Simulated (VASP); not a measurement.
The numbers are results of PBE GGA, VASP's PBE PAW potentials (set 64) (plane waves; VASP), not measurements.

VASP ran on this input.

KPOINTS:
```
Automatic mesh
0
Gamma
2 2 2
0 0 0
```

POSCAR:
```
Si2Mo
3.9846940
 -0.4099516801   0.4099516801   1.0000000000
  0.4099516801  -0.4099516801   1.0000000000
  0.4099516801   0.4099516801  -1.0000000000
Si Mo
2 1
Direct
  0.6645700000   0.6645700000   0.0000000000
  0.3354300000   0.3354300000   0.0000000000
  0.0000000000   0.0000000000   0.0000000000
```

**INCAR**
```
SYSTEM = Si2Mo
PREC = Accurate; ENCUT = 150; LREAL = F
LASPH = T
EDIFF = 1E-04; NELM = 100; ALGO = Normal
LMAXMIX = 4
ISMEAR = 0; SIGMA = 0.2
GGA = PE
ISIF = 2
LWAVE = F; LCHARG = F
```

POTCAR, in this order: Si Mo_sv (PBE.64 set). Program: vasp_std.

Problem. What will the output report for the number of irreducible k-points (NKPTS), largest plane-wave count, number of space-group operations, FFT grid (NGX, NGY, NGZ)?

Solution. 
The number of irreducible k-points (NKPTS) is 4. The largest plane-wave count comes out as 179 and the number of space-group operations is 16. The FFT grid (NGX, NGY, NGZ) is 18 × 18 × 18.

The structure comes from a computed database's Si2Mo entry; how it stands against other phases isn't given here. The cell was not relaxed at this level. The k-mesh is coarse (spacing up to 1.36 per Å, 2π included), so the numbers may not be converged in it. The run is one of a series of settings (EDIFF = 1E-04, ENCUT = 150, KPOINTS 2×2×2 Γ-centred mesh against the base run), some of them coarse on purpose.
